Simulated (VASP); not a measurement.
# SiO₂ (rutile): computed properties

Calculation: PBE GGA, VASP's PBE PAW potentials (set 64) (plane waves; VASP).

| Quantity | Result |
|---|---|
| space group | P4_2/mnm (136) |
| cell | a = b = 4.233 Å, c = 2.693 Å, α = β = γ = 90.00° |
| volume per atom | 8.04 Å^3/atom |
| band gap (over mesh and band path) | 5.02 eV |
| smallest direct gap (over mesh and band path) | 5.02 eV |
| band-edge character | direct, Γ to Γ |
| density | 4.13 g/cm³ |
| mean ε∞ (DFPT) | 3.47 |
| mean ε∞ (independent particles) | 3.52 |
| mean static ε | 11.53 |
| optical Γ-point spectrum | 224, 371, 432 (×2), 536 (×2), 560 (×2), 575, 630, 720, 726, 796 (×2), 905 cm⁻¹ |

```
CELL_PARAMETERS angstrom
      4.23304     0.00000     0.00000
      0.00000     4.23304     0.00000
      0.00000     0.00000     2.69333
ATOMIC_POSITIONS crystal
  Si 0.00000 0.00000 0.00000
  Si 0.50000 0.50000 0.50000
  O  0.30681 0.30681 0.00000
  O  0.80681 0.19319 0.50000
  O  0.19319 0.80681 0.50000
  O  0.69319 0.69319 0.00000
```

Measured: a 4.179 Å (computed value off by +1.3 %), c 2.665 Å (computed value off by +1.1 %), as given by Zenji Hiroi, Progress in Solid State Chemistry (2015), arXiv:1503.02262. The calculation is for a static lattice, while the measured a, c hold thermal and zero-point effects, which are part of the difference.

The compound is SiO2 in the rutile structure, stishovite, a high-pressure form. It was relaxed first. Symmetry was kept, so distortions that lower it aren't found.
